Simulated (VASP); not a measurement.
# SiC (R3m) in VASP: phonons with PBE

Aim: the phonons of SiC with PBE.

Program: VASP 6.6.1. These are calculated values, not measurements. Logs are shortened: lines on timing, memory, paths and dates and some standing lists are left out, and cuts for length are marked.

## Step 1: The crystal as given

The structure is cubic, space group F-43m (No. 216). The conventional cell has a = 4.378 Å, b = 4.378 Å, c = 4.378 Å, α = 90.00°, β = 90.00°, γ = 90.00°. Si (site symmetry -43m) has 4 C at 1.90 Å as nearest neighbours. Around C (site symmetry -43m) lie 4 Si at 1.90 Å.

The cell was built by a generator and needn't be a form met in nature.

## Step 2: Phonons, PBE

File POSCAR:

```
SiC
1.0
    3.0957165359      0.0000000000      0.0000000000
   -1.5478582679      2.6809691630      0.0000000000
    0.0000000000      0.0000000000      7.5854469009
  Si              C
     3     3
Direct
     0.0000000000000000    0.0000000000000000    0.0000615896269531
     0.3333333332999970    0.6666666667000030    0.3333949229269501
     0.6666666667000030    0.3333333332999970    0.6667282563269561
     0.0000000000000000    0.0000000000000000    0.2499384103730469
     0.3333333332999970    0.6666666667000030    0.5832717436730439
     0.6666666667000030    0.3333333332999970    0.9166050770730498
```

File INCAR.step1:

```
SYSTEM = SiC
ALGO = Normal
EDIFF = 1E-8
EDIFFG = -0.002
ENCUT = 600
GGA = PE
IBRION = 2
ISIF = 3
ISMEAR = -1
KPAR = 4
LASPH = .True.
LCHARG = .False.
LREAL = .False.
LWAVE = .False.
NELM = 60
NSW = 40
PREC = Accurate
SIGMA = 0.05
```

File INCAR.step2:

```
SYSTEM = SiC
ALGO = Normal
EDIFF = 1E-8
ENCUT = 600
GGA = PE
IBRION = 8
ISIF = 2
ISMEAR = -1
KPAR = 4
LASPH = .True.
LCHARG = .False.
LEPSILON = .True.
LREAL = .False.
LWAVE = .False.
NELM = 60
NSW = 1
PREC = Accurate
SIGMA = 0.05
```

File KPOINTS:

```
k-points
0
Gamma
  10 10 4
  0 0 0
```

Potentials or basis: VASP PAW PBE potentials, release 64 (Si, C).

Run with:

```bash
cat potpaw_PBE.64/Si/POTCAR potpaw_PBE.64/C/POTCAR > POTCAR
cp INCAR.step1 INCAR
mpirun -np 4 vasp_std > vasp.out
cp CONTCAR POSCAR
cp INCAR.step2 INCAR
mpirun -np 4 vasp_std > vasp.out
```

OUTCAR:

```text
SYSTEM = SiC
   EDIFF = 1E-8
   ENCUT = 600
   GGA = PE
   IBRION = 8
   ISIF = 2
   ISMEAR = -1
   LASPH = .True.
   LEPSILON = .True.
   LREAL = .False.
   NELM = 60
   NSW = 1
   PREC = Accurate

 ion  position               nearest neighbor table
   1  0.000  0.000  1.000-   4 1.90   6 1.90   6 1.90   6 1.90   3 3.10   2 3.10   3 3.10   2 3.10
                             3 3.10   2 3.10
   2  0.333  0.667  0.333-   5 1.90   4 1.90   4 1.90   4 1.90   1 3.10   1 3.10   1 3.10   3 3.10
                             3 3.10   3 3.10
   3  0.667  0.333  0.667-   6 1.90   5 1.90   5 1.90   5 1.90   1 3.10   1 3.10   1 3.10   2 3.10
                             2 3.10   2 3.10
   4  0.000  0.000  0.250-   1 1.90   2 1.90   2 1.90   2 1.90
   5  0.333  0.667  0.583-   2 1.90   3 1.90   3 1.90   3 1.90
   6  0.667  0.333  0.917-   3 1.90   1 1.90   1 1.90   1 1.90
[... 819 lines left out ...]
  1X   -19.157975   -0.000000   -0.000000    0.268947    0.000000    0.000000    0.271817    0.000000    0.000000    2.167654    0.000000    0.000000    0.107531    0.000000   -0.000000   16.342026    0.000000    0.000000
  1Y    -0.000000  -19.157975    0.000000    0.000000    0.268947   -0.000000    0.000000    0.271817   -0.000000    0.000000    2.167654   -0.000000    0.000000    0.107531    0.000000    0.000000   16.342026   -0.000000
  1Z     0.000000    0.000000  -29.564807   -0.000000    0.000000    5.471768    0.000000   -0.000000    5.487803   -0.000000    0.000000    9.936033   -0.000000   -0.000000   -2.457431    0.000000    0.000000   11.126634
  2X     0.271817    0.000000    0.000000  -19.157975   -0.000000   -0.000000    0.268947    0.000000    0.000000   16.342026    0.000000    0.000000    2.167654    0.000000    0.000000    0.107531    0.000000   -0.000000
  2Y     0.000000    0.271817   -0.000000   -0.000000  -19.157975    0.000000    0.000000    0.268947   -0.000000    0.000000   16.342026   -0.000000    0.000000    2.167654   -0.000000    0.000000    0.107531    0.000000
  2Z     0.000000   -0.000000    5.487803    0.000000    0.000000  -29.564807   -0.000000    0.000000    5.471768    0.000000    0.000000   11.126634   -0.000000    0.000000    9.936033   -0.000000   -0.000000   -2.457431
  3X     0.268947    0.000000    0.000000    0.271817    0.000000    0.000000  -19.157975   -0.000000   -0.000000    0.107531    0.000000   -0.000000   16.342026    0.000000    0.000000    2.167654    0.000000    0.000000
  3Y     0.000000    0.268947   -0.000000    0.000000    0.271817   -0.000000   -0.000000  -19.157975    0.000000    0.000000    0.107531    0.000000    0.000000   16.342026   -0.000000    0.000000    2.167654   -0.000000
  3Z    -0.000000    0.000000    5.471768    0.000000   -0.000000    5.487803    0.000000    0.000000  -29.564807   -0.000000   -0.000000   -2.457431    0.000000    0.000000   11.126634   -0.000000    0.000000    9.936033
  4X     2.167803    0.000000   -0.000000   16.344639    0.000000   -0.000000    0.103048    0.000000   -0.000000  -18.999353   -0.000000    0.000000    0.191805    0.000000    0.000000    0.192059    0.000000   -0.000000
  4Y     0.000000    2.167803   -0.000000    0.000000   16.344639    0.000000    0.000000    0.103048    0.000000   -0.000000  -18.999353   -0.000000    0.000000    0.191805   -0.000000    0.000000    0.192059    0.000000
  4Z     0.000000   -0.000000    9.946516   -0.000000    0.000000   11.123230   -0.000000    0.000000   -2.469737    0.000000    0.000000  -25.460788    0.000000   -0.000000    3.434872   -0.000000    0.000000    3.425908
  5X     0.103048    0.000000   -0.000000    2.167803    0.000000   -0.000000   16.344639    0.000000   -0.000000    0.192059    0.000000   -0.000000  -18.999353   -0.000000    0.000000    0.191805    0.000000    0.000000
  5Y     0.000000    0.103048    0.000000    0.000000    2.167803   -0.000000    0.000000   16.344639    0.000000    0.000000    0.192059    0.000000   -0.000000  -18.999353   -0.000000    0.000000    0.191805   -0.000000
  5Z    -0.000000    0.000000   -2.469737    0.000000   -0.000000    9.946516   -0.000000    0.000000   11.123230   -0.000000    0.000000    3.425908    0.000000    0.000000  -25.460788    0.000000   -0.000000    3.434872
  6X    16.344639    0.000000   -0.000000    0.103048    0.000000   -0.000000    2.167803    0.000000   -0.000000    0.191805    0.000000    0.000000    0.192059    0.000000   -0.000000  -18.999353   -0.000000    0.000000
  6Y     0.000000   16.344639    0.000000    0.000000    0.103048    0.000000    0.000000    2.167803   -0.000000    0.000000    0.191805   -0.000000    0.000000    0.192059    0.000000   -0.000000  -18.999353   -0.000000
  6Z    -0.000000    0.000000   11.123230   -0.000000    0.000000   -2.469737    0.000000   -0.000000    9.946516    0.000000   -0.000000    3.434872   -0.000000    0.000000    3.425908    0.000000    0.000000  -25.460788

 Eigenvectors and eigenvalues of the dynamical matrix
 ----------------------------------------------------

   1 f  =   25.889477 THz   162.668385 2PiTHz  863.580013 cm-1   107.070227 meV
             X         Y         Z           dx          dy          dz
      0.000000  0.000000  7.583663     0.000000   -0.000000   -0.197780
     -0.000000  1.787498  2.527885     0.000000   -0.000000    0.349241
      1.548019  0.893749  5.055774     0.000000   -0.000000   -0.151461
      0.000000  0.000000  1.895920    -0.000000    0.000000   -0.370234
     -0.000000  1.787498  4.423809    -0.000000    0.000000   -0.367315
      1.548019  0.893749  6.951698    -0.000000    0.000000    0.737550
[... 145 lines left out ...]
  18 f/i=    0.001496 THz     0.009401 2PiTHz    0.049906 cm-1     0.006188 meV
             X         Y         Z           dx          dy          dz
      0.000000  0.000000  7.583663     0.000000   -0.000000    0.483179
     -0.000000  1.787498  2.527885     0.000000   -0.000000    0.483179
      1.548019  0.893749  5.055774     0.000000   -0.000000    0.483179
      0.000000  0.000000  1.895920     0.000000   -0.000000    0.316025
     -0.000000  1.787498  4.423809     0.000000   -0.000000    0.316025
      1.548019  0.893749  6.951698     0.000000   -0.000000    0.316025

--------------------------------------------------------------------------------------------------------

 MACROSCOPIC STATIC DIELECTRIC TENSOR IONIC CONTRIBUTION
 ------------------------------------------------------
           3.340441     0.000000    -0.000000
           0.000000     3.340441    -0.000000
          -0.000000    -0.000000     3.339963
 ------------------------------------------------------

 ELASTIC MODULI CONTR FROM IONIC RELAXATION (kBar)
 Direction    XX          YY          ZZ          XY          YZ          ZX
 --------------------------------------------------------------------------------
 XX        -222.3963     64.5561    157.8559     -0.0000     98.7265      0.0000
 YY          64.5561   -222.3963    157.8559     -0.0000    -98.7265     -0.0000
 ZZ         157.8559    157.8559   -315.7430      0.0000     -0.0000     -0.0000
 XY          -0.0000     -0.0000      0.0000   -143.4762     -0.0000    102.9417
 YZ          98.7265    -98.7265     -0.0000     -0.0000    -67.9340     -0.0000
 ZX           0.0000     -0.0000     -0.0000    102.9417     -0.0000    -73.8590
 --------------------------------------------------------------------------------

 PIEZOELECTRIC TENSOR IONIC CONTR  for field in x, y, z        (C/m^2)
          XX          YY          ZZ          XY          YZ          ZX
  --------------------------------------------------------------------------------
  x     0.00000    -0.00000    -0.00000     0.65142    -0.00000    -0.46739
  y     0.65142    -0.65142    -0.00000    -0.00000    -0.44825    -0.00000
  z    -0.48310    -0.48310     0.96630    -0.00000     0.00000     0.00000
```

OUTCAR.step1:

```text
SYSTEM = SiC
   EDIFF = 1E-8
   EDIFFG = -0.002
   ENCUT = 600
   GGA = PE
   IBRION = 2
   ISIF = 3
   ISMEAR = -1
   LASPH = .True.
[... 865 lines left out ...]
  -------------------------------------------------------------------------------------
  Total        0.0003365      0.0003365     -0.0001918      0.0000000      0.0000000     -0.0000000
  in kB        0.0085649      0.0085649     -0.0048825      0.0000000      0.0000000     -0.0000000
  external PRESSURE =       0.0040825 kB  Pullay stress =       0.0000000 kB
[... 21 lines left out ...]
  FREE ENERGIE OF THE ION-ELECTRON SYSTEM (eV)
  ---------------------------------------------------
  free  energy   TOTEN  =       -45.1867817903 eV

  energy  without entropy=      -45.1867817494  energy(sigma->0) =      -45.18678177

 reached required accuracy - stopping structural energy minimisation
```

OSZICAR.step1:

```text
N       E                     dE             d eps       ncg     rms          rms(c)
DAV:   1     0.747655426897E+02    0.74766E+02   -0.12503E+04  1600   0.149E+03
DAV:   2    -0.457875969813E+02   -0.12055E+03   -0.11698E+03  2144   0.230E+02
[... 34 lines left out ...]
   4 F= -.45186781E+02 E0= -.45186781E+02  d E =-.896688E-06
       N       E                     dE             d eps       ncg     rms          rms(c)
DAV:   1    -0.451867824446E+02   -0.14852E-05   -0.37723E-05  1984   0.459E-02    0.443E-03
DAV:   2    -0.451867820175E+02    0.42709E-06   -0.14190E-06  2224   0.915E-03    0.235E-03
DAV:   3    -0.451867817856E+02    0.23188E-06   -0.50152E-07  2320   0.514E-03    0.458E-04
DAV:   4    -0.451867817903E+02   -0.46616E-08   -0.74131E-08  1784   0.173E-03
   5 F= -.45186782E+02 E0= -.45186782E+02  d E =-.173558E-05
```

It took 8.6 min on 4 MPI ranks of Intel Xeon Platinum 8488C (Sapphire Rapids), shared host; peak memory 0.7 GiB.

What came out:

```
Electronic dielectric tensor (diagonal)                 : 7.03, 7.03, 7.00
Born charges (mean of the diagonal)                     : Si +2.69; C -2.69 e
Highest phonon frequency at Γ, LO-TO splitting left out : 864 cm⁻¹
```

Phonon frequencies in cm⁻¹ (negative: imaginary):
```tsv
q point	frequencies
(0.000, 0.000, 0.000)	0 0 0 231 231 231 231 498 498 755 755 755 755 775 776 776 864 864
```

Electronic dielectric tensor:
```
7.03 0.00 0.00
0.00 7.03 0.00
0.00 0.00 7.00
```

Born effective charge tensors (e):
atom 1, Si
```
2.69 0.00 0.00
0.00 2.69 0.00
0.00 0.00 2.68
```
atom 2, Si
```
2.69 0.00 0.00
0.00 2.69 0.00
0.00 0.00 2.68
```
atom 3, Si
```
2.69 0.00 0.00
0.00 2.69 0.00
0.00 0.00 2.68
```
atom 4, C
```
-2.69  0.00  0.00
 0.00 -2.69  0.00
 0.00  0.00 -2.68
```
atom 5, C
```
-2.69  0.00  0.00
 0.00 -2.69  0.00
 0.00  0.00 -2.68
```
atom 6, C
```
-2.69  0.00  0.00
 0.00 -2.69  0.00
 0.00  0.00 -2.68
```
